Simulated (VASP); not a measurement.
# From VASP inputs to Ansatz: Mg2C (strained antifluorite)

INCAR

```
NSW = 0
LHFCALC = .TRUE.
PRECFOCK = Fast
ALGO = Normal
GGA = PE
LASPH = .TRUE.
PREC = Accurate
EDIFF = 1E-7
NELM = 120
LCHARG = .FALSE.
NBANDS = 11
SIGMA = 0.01
IBRION = -1
ISIF = 2
LWAVE = .FALSE.
ENCUT = 520
AEXX = 0.25
LREAL = .FALSE.
HFSCREEN = 0.2079
ISTART = 1
ISMEAR = 0
```

The run starts from the orbitals of a PBE run on the same cell and mesh.

KPOINTS

```
KPOINTS created by Atomic Simulation Environment
0
Gamma
6 6 6
0 0 0
```

KPOINTS_OPT

```
special points
7
Reciprocal
0.0000000000 0.0000000000 0.0000000000 1
0.5000000000 0.0000000000 0.5000000000 1
0.6250000000 0.2500000000 0.6250000000 1
0.3750000000 0.3750000000 0.7500000000 1
0.5000000000 0.5000000000 0.5000000000 1
0.5000000000 0.2500000000 0.7500000000 1
0.0375000000 0.0375000000 0.0750000000 1
```

POSCAR

```
C  Mg
 1.0000000000000000
     0.0000000000000000    2.5753954777999999    2.7142663995000000
     2.5753954777999999    0.0000000000000000    2.7142663995000000
     2.5753954777999999    2.5753954777999999    0.0000000000000000
 C   Mg
   1   2
Cartesian
  0.0000000000000000  0.0000000000000000  0.0000000000000000
  1.2876977388999999  1.2876977388999999  1.3571331997500000
  3.8630932166999998  3.8630932166999998  4.0713995992500003
```

VASP ran with the recommended PBE PAW datasets (8 valence electrons in the cell).

Translate these files to an Ansatz input.



```yaml
crystal:
  lattice:
    - [0.0, 2.5753954778, 2.7142663995]
    - [2.5753954778, 0.0, 2.7142663995]
    - [2.5753954778, 2.5753954778, 0.0]
  atoms:
    - { symbol: C, position: [0.0, 0.0, 0.0] }
    - { symbol: Mg, position: [0.25, 0.25, 0.25] }
    - { symbol: Mg, position: [0.75, 0.75, 0.75] }
kpoints:
  mp_grid: { grid: [6, 6, 6] }
  band_path:
    path:
      - [0.0, 0.0, 0.0]
      - [0.5, 0.0, 0.5]
      - [0.625, 0.25, 0.625]
      - [0.375, 0.375, 0.75]
      - [0.5, 0.5, 0.5]
      - [0.5, 0.25, 0.75]
      - [0.0375, 0.0375, 0.075]
    npoints: 1
hamiltonian:
  xc: hse06
scf:
  occupations: { method: fixed }
  n_extra_bands: 4
output:
  forces: true
  stress: true
  eigenvalues: true
```

Other inputs would serve too.

```
                               VASP    Ansatz
gap between bands v and c   1.28 eV   1.29 eV
         least direct gap   2.96 eV   2.97 eV
                 pressure  11.8 GPa  11.8 GPa
```

Datasets and cutoffs are each program's own. VASP's cell holds 8 valence electrons and Ansatz's 24. Ansatz's stress includes a Pulay correction; VASP's doesn't.
